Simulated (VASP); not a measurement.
Here is the system:

```
CELL_PARAMETERS angstrom
      0.00000     2.65975     2.65975
      2.65975     0.00000     2.65975
      2.65975     2.65975     0.00000
ATOMIC_POSITIONS crystal
  Cd 0.00000 0.00000 0.00000
  F  0.25000 0.25000 0.25000
  F  0.75000 0.75000 0.75000
```

These are PBEsol GGA, VASP's PBE PAW potentials (set 64) (plane waves; VASP) values and carry that method's errors. Numerical set-up: 620 eV cut-off, 7×7×7 Γ-centred mesh, Gaussian smearing of 0.050 eV, potentials Cd F.

Energy and stress use the plane-wave basis of the starting cell.

The ions, cell shape and volume at an external pressure of 10.0 GPa are relaxed. Predict the relaxed structure.

```
CELL_PARAMETERS angstrom
      0.00000     2.62951     2.62951
      2.62951     0.00000     2.62951
      2.62951     2.62951     0.00000
ATOMIC_POSITIONS crystal
  Cd 0.00000 0.00000 0.00000
  F  0.25000 0.25000 0.25000
  F  0.75000 0.75000 0.75000
```
Space group Fm-3m (225), at a tolerance of 0.03 Å.

How do energy and volume change from the first to the last step?

The energy (σ→0) changes by +19.6 meV/atom and the volume by -3.4 %, in 3 ionic steps.

The compound is CdF2 in the fluorite structure. This run relaxes it under an external pressure of 10 GPa. Symmetry was kept, so distortions that lower it aren't found.
